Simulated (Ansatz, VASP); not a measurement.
Two plane-wave programs on YW

```
CELL_PARAMETERS angstrom
0.00000 2.91585 2.91585
2.91585 0.00000 2.91585
2.91585 2.91585 0.00000
ATOMIC_POSITIONS crystal
Y 0.00000 0.00000 0.00000
W 0.50000 0.50000 0.50000
```

Alike in both runs: functional PBE; k mesh 16 × 16 × 16; occupations gaussian, width 0.1 eV; no spin polarisation.

Ansatz relaxed the structure, and its values are those at the end. VASP's run is a single point on that final structure, the one shown.

|  | VASP | Ansatz |
| --- | --- | --- |
| version | VASP 6.6.1 | Ansatz 0.2.0 |
| potentials or method | VASP PAW PBE potentials, release 64 (Y_sv, W_sv) | scalar-relativistic, plane waves, PAW |
| plane-wave cutoff (eV) | 520 | 420 |
| valence electrons in the cell | 25 | 25 |

|  | VASP | Ansatz | Ansatz less VASP |
| --- | --- | --- | --- |
| gap on the k mesh at the Fermi level (eV) | none | none | - |
| pressure (GPa) | -0.1 | 0.0 | +0.05 |

A gap of «none» marks a metal or a gap that the smearing closes. With one functional, cell and mesh, what is left measures potentials, basis and numerics.

The runs have no spin-orbit coupling, so splittings on W are missing.
